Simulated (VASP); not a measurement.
Data:

```
CELL_PARAMETERS angstrom
      0.00000     2.69188     2.69188
      2.69188     0.00000     2.69188
      2.69188     2.69188     0.00000
ATOMIC_POSITIONS crystal
  Cd 0.00000 0.00000 0.00000
  F  0.25000 0.25000 0.25000
  F  0.75000 0.75000 0.75000
```

Computed with PBE GGA, VASP's PBE PAW potentials (set 64) (plane waves; VASP 6.6.1). Run with 400 eV cut-off, 7×7×7 Γ-centred mesh, Gaussian smearing of 0.010 eV, potentials Cd F.

At this cut-off the stress carries a Pulay error, which pulls relaxed volumes low.

### Question
The ions, cell shape and volume are relaxed. Predict the relaxed structure.

### Answer

```
CELL_PARAMETERS angstrom
      0.00000     2.67520     2.67520
      2.67520     0.00000     2.67520
      2.67520     2.67520     0.00000
ATOMIC_POSITIONS crystal
  Cd 0.00000 0.00000 0.00000
  F  0.25000 0.25000 0.25000
  F  0.75000 0.75000 0.75000
```
Space group Fm-3m (225), at a tolerance of 0.03 Å.

### Question
How do energy and volume change from the first to the last step?

### Answer
The energy (σ→0) changes by -2.6 meV/atom and the volume by -1.8 %, in 3 ionic steps.

The structure comes from a computed database's CdF2 entry; how it stands against other phases isn't given here. This run relaxes it. Symmetry was kept, so distortions that lower it aren't found. The run is one of a series of settings (EDIFFG = -0.01, IBRION = 2, ISIF = 3, NSW = 50 against the base run), some of them coarse on purpose.
